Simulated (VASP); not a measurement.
Method: optB88-vdW, VASP's PBE PAW potentials (set 64) (plane waves; VASP).

VASP input:

### POSCAR
```
Rh
1.0
  0.0000000000   1.9000000000   1.9000000000
  1.9000000000   0.0000000000   1.9000000000
  1.9000000000   1.9000000000   0.0000000000
Rh
1
direct
  0.0000000000   0.0000000000   0.0000000000
```

KPOINTS:
```
kpoints
0
G
  15 15 15
0 0 0
```

INCAR:
```
# general
SYSTEM    =  Rh
PREC      =  Accurate
ENCUT     =  520   # plane-wave cut-off (eV)
LREAL     =  .FALSE.   # projection in real space or not
LASPH     =  .TRUE.   # aspherical one-centre terms

# electronic loop
EDIFF     =  1E-6
NELM      =  100
ALGO      =  Normal   # blocked Davidson
LMAXMIX   =  4   # l cut-off of mixed one-centre charges

# smearing
ISMEAR    =  1   # Methfessel-Paxton
SIGMA     =  0.1   # width (eV)

# functional
GGA       =  BO
LUSE_VDW  =  .TRUE.
AGGAC     =  0.0
PARAM1    =  0.1833333333
PARAM2    =  0.22

# ions
IBRION    =  2   # conjugate gradients
NSW       =  60
ISIF      =  3   # ions, shape and volume
EDIFFG    =  -0.01

# output
LWAVE     =  .FALSE.
LCHARG    =  .FALSE.
```

POTCAR, in this order: Rh_pv (PBE.64 set). Program: vasp_std.

Output

File OSZICAR:
```
       N       E                     dE             d eps       ncg     rms          rms(c)
DAV:   1     0.118430925922E+03    0.11843E+03   -0.94464E+03  2659   0.147E+03
DAV:   2    -0.284337099810E+01   -0.12127E+03   -0.11603E+03  2694   0.387E+02
DAV:   3    -0.429115246993E+01   -0.14478E+01   -0.14435E+01  3051   0.485E+01
DAV:   4    -0.430019406460E+01   -0.90416E-02   -0.90407E-02  2877   0.396E+00
DAV:   5    -0.430034388306E+01   -0.14982E-03   -0.14982E-03  3047   0.467E-01    0.988E+00
DAV:   6    -0.387577804732E+01    0.42457E+00   -0.98050E-01  2766   0.148E+01    0.356E+00
DAV:   7    -0.385897797832E+01    0.16800E-01   -0.17840E-02  3045   0.172E+00    0.169E+00
DAV:   8    -0.385517041761E+01    0.38076E-02   -0.32083E-03  2760   0.919E-01    0.152E-01
DAV:   9    -0.385509123843E+01    0.79179E-04   -0.56282E-05  3102   0.119E-01    0.202E-02
DAV:  10    -0.385509782375E+01   -0.65853E-05   -0.48097E-06  2808   0.317E-02    0.216E-03
DAV:  11    -0.385509786393E+01   -0.40186E-07   -0.13451E-07  1545   0.535E-03
   1 F= -.38550979E+01 E0= -.38551189E+01  d E =-.385510E+01
       N       E                     dE             d eps       ncg     rms          rms(c)
DAV:   1    -0.586060711791E+01   -0.20055E+01   -0.29556E+01  2748   0.915E+01    0.102E+01
DAV:   2    -0.382119591661E+01    0.20394E+01   -0.54672E+00  2718   0.341E+01    0.337E+00
DAV:   3    -0.382328192037E+01   -0.20860E-02   -0.34092E-02  2913   0.212E+00    0.198E+00
DAV:   4    -0.382802922217E+01   -0.47473E-02   -0.10287E-02  2811   0.129E+00    0.271E-01
DAV:   5    -0.382844518195E+01   -0.41596E-03   -0.38026E-04  3060   0.230E-01    0.716E-02
DAV:   6    -0.382840011612E+01    0.45066E-04   -0.25208E-05  2757   0.777E-02    0.597E-03
DAV:   7    -0.382839954293E+01    0.57319E-06   -0.43409E-07  1860   0.944E-03
   2 F= -.38283995E+01 E0= -.38283840E+01  d E =0.266983E-01
       N       E                     dE             d eps       ncg     rms          rms(c)
DAV:   1    -0.480978628380E+01   -0.98139E+00   -0.13682E+01  2754   0.598E+01    0.768E+00
DAV:   2    -0.386776342812E+01    0.94202E+00   -0.23658E+00  2712   0.232E+01    0.123E+00
DAV:   3    -0.385984859664E+01    0.79148E-02   -0.28725E-02  2928   0.226E+00    0.775E-01
DAV:   4    -0.386128777602E+01   -0.14392E-02   -0.48822E-03  2778   0.918E-01    0.115E-01
DAV:   5    -0.386148800037E+01   -0.20022E-03   -0.16667E-04  3048   0.160E-01    0.263E-02
DAV:   6    -0.386145320240E+01    0.34798E-04   -0.95103E-06  2754   0.473E-02    0.231E-03
DAV:   7    -0.386145323811E+01   -0.35713E-07   -0.17897E-07  1638   0.643E-03
   3 F= -.38614532E+01 E0= -.38614676E+01  d E =-.635537E-02
```

**OUTCAR**
```
------------------------ aborting loop because EDIFF is reached ----------------------------------------
  FORCE on cell =-STRESS in cart. coord.  units (eV):
  Direction    XX          YY          ZZ          XY          YZ          ZX
  --------------------------------------------------------------------------------------
  Total       -0.0066900     -0.0066900     -0.0066900      0.0000000     -0.0000000      0.0000000
  in kB       -0.7629208     -0.7629208     -0.7629208      0.0000000     -0.0000000      0.0000000
  external PRESSURE =      -0.7629208 kB  Pullay stress =       0.0000000 kB
  volume of cell :       14.05
      direct lattice vectors                 reciprocal lattice vectors
     0.000000000  1.915180581  1.915180581    -0.261071987  0.261071987  0.261071987
     1.915180581 -0.000000000  1.915180581     0.261071987 -0.261071987  0.261071987
     1.915180581  1.915180581 -0.000000000     0.261071987  0.261071987 -0.261071987
 POSITION                                       TOTAL-FORCE (eV/Angst)
 -----------------------------------------------------------------------------------
      0.00000     -0.00000      0.00000         0.000000      0.000000     -0.000000
 -----------------------------------------------------------------------------------
    total drift:                                0.000000     -0.000000      0.000000
  FREE ENERGIE OF THE ION-ELECTRON SYSTEM (eV)
  ---------------------------------------------------
  free  energy   TOTEN  =        -3.8614532381 eV

  energy  without entropy=       -3.8614962242  energy(sigma->0) =       -3.86146757

 reached required accuracy - stopping structural energy minimisation
```
(Selected blocks of OUTCAR.)

### CONTCAR
```
Rh
   1.00000000000000
     0.0000000000000000    1.9151805808838240    1.9151805808838240
     1.9151805808838240   -0.0000000000000000    1.9151805808838240
     1.9151805808838240    1.9151805808838240   -0.0000000000000000
  Rh
     1
Direct
     0.0000000000000000    0.0000000000000000    0.0000000000000000
```

Energy and stress use the plane-wave basis of the starting cell.

The compound is Rh in the fcc structure. This run relaxes it. Symmetry was kept, so distortions that lower it aren't found.
